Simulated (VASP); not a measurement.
Crystal: TaF3.

```
Ta F
1.0
     3.90120    0.00000    0.00000
     0.00000    3.90120    0.00000
     0.00000    0.00000    3.90120
Ta F
1 3
Direct
  0.00000 0.00000 0.00000
  0.00000 0.00000 0.50000
  0.00000 0.50000 0.00000
  0.50000 0.00000 0.00000
```

```yaml
Program: VASP 6.6.1
Task: relaxation of cell and atoms
Functional: PBE
Dispersion: D3(BJ)
Potentials_or_basis: VASP PAW PBE potentials, release 64 (Ta_pv, F)
Cutoff: 600 eV
k_mesh: 6 × 6 × 6
Occupations: fermi-dirac, width 0.05 eV
Spin: no spin polarisation
```

At the start: pressure 24.3 GPa; volume 14.84 Å³/atom.

Q: Where does the relaxation end?

A: Over 4 steps the energy falls by 167.0 meV/atom and the volume is 17.38 Å³/atom (+17.1 %); space group Pm-3m (No. 221, to 0.05 Å).

Step by step:
| step | energy change (eV) | largest force (eV/Å) | pressure (GPa) | volume (Å³) |
| --- | --- | --- | --- | --- |
| 1 | 0.0000 | 0.0000 | 24.34 | 59.37 |
| 2 | -0.1823 | 0.0000 | -11.98 | 80.93 |
| 3 | -0.6678 | 0.0000 | -0.32 | 69.74 |
| 4 | -0.6680 | 0.0000 | 0.01 | 69.52 |

Final structure:
```yaml
crystal:
  lattice:
    - [4.11182, 0.00000, 0.00000]
    - [0.00000, 4.11182, 0.00000]
    - [0.00000, 0.00000, 4.11182]
  atoms:
    - { symbol: Ta, position: [0.00000, 0.00000, 0.00000] }
    - { symbol: F, position: [0.00000, 0.00000, 0.50000] }
    - { symbol: F, position: [0.00000, 0.50000, 0.00000] }
    - { symbol: F, position: [0.50000, 0.00000, 0.00000] }
```

Caveat: the volume moved by over 15 % at a fixed basis, so the end points are rough; the volume moved by +17 % from the deposited cell, more than functionals usually miss; pairwise dispersion overbinds metals, which lowers pressure and volume.
